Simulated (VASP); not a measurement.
**Au: stress against strain**

Au (fcc, Fm-3m, 16.632 Å³/atom and stress up to 0.02 GPa in the relaxed cell, cube axes along x, y and z) under a strain ε along a cube axis (axis z), the other axes held. LDA in VASP (plane waves, PAW), 480 eV, 18×18×18 Γ-centred mesh, Methfessel-Paxton smearing 0.10 eV. Stress is positive for a compressed cell.

Here s stands for strain and y for stress zz.

| strain (%) | stress zz (GPa) |
|---|---|
| -3.00 | ? |
| -1.50 | 3.33 |
| -1.00 | 2.17 |
| -0.50 | 1.07 |
| 0.00 | 0.02 |
| 0.50 | -0.98 |
| 1.00 | -1.98 |
| 1.50 | -2.96 |

Task: Fit y against s with a straight line, and predict the withheld value at s = -3.00.

Result: Means: s 0, y 0.096. About the means, the sum of products is -14.610 and the sum of squares of s is 7.0000; the slope is their ratio. Least squares gives y = 0.096 - 2.0871·s. Residuals (row less fit): 0.103, -0.013, -0.070, -0.076, -0.032, 0.011, 0.075; standard error 0.075 (degrees of freedom: 5). The slope gives the elastic constant C11 = about 210 GPa. At the withheld row, y = 0.096 - 2.0871 × (-3.0) = 6.357 GPa. The calculation gives 7.13 GPa, 0.773 GPa above the prediction (7.7 % of the range of y in the table). The row lies outside the fitted rows, so this is an extrapolation. From the scatter of the fitted rows alone, a prediction at this place has a standard error of 0.117 GPa, so the miss is 6.6 times that.

A polynomial of degree 2 through the 12 other runs of the series gives 7.01 there, so most of the miss is curvature that the fit leaves out. In a metal these values are sensitive to mesh and smearing; energies are taken to zero smearing, stresses follow the free energy. Spin-orbit coupling is left out, which can shift these values for the heavy elements here. Rows are the converged runs of the series near zero and its far end; series whose fitted rows scatter by over a few per cent of the range, as at a crossing or softening among them, aren't shown in this form, nor equations of state whose B0' disagrees with the runs' pressures. Most that stay on the fit to the last digits aren't either.
